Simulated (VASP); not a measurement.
Here is a VASP 6.6.1 calculation.

The input INCAR:

```
PREC = Accurate
ENCUT = 600
EDIFF = 1E-7
ISMEAR = 1
SIGMA = 0.1
LREAL = False
LASPH = True
NELM = 80
ALGO = Normal
ISIF = 2
LWAVE = False
LCHARG = False
GGA = PE
IVDW = 12
IBRION = 2
NSW = 40
EDIFFG = -0.01
```

File KPOINTS:

```
Automatic mesh
0
Gamma
  16 16 16
```

Contents of POSCAR:

```
Ta                                      
1.0
   -1.6216294793      1.6216294793      1.6216294793
    1.6216294793     -1.6216294793      1.6216294793
    1.6216294793      1.6216294793     -1.6216294793
  Ta            
     1
Direct
     0.0000000000000000    0.0000000000000000    0.0000000000000000
```

Potentials or basis: VASP PAW PBE potentials, release 64 (Ta_pv).

Run with:

```bash
$ cat potpaw_PBE.64/Ta_pv/POTCAR > POTCAR
$ mpirun -np 1 vasp_std > vasp.out
```

(1) What does it give for the dispersion energy per atom?

(2) Predict the band gap on the k mesh.

Results:

(1) -0.701 eV.

(2) none (metal or under the smearing width).

Caveat: the relaxation stopped at its first step, so nothing moved.
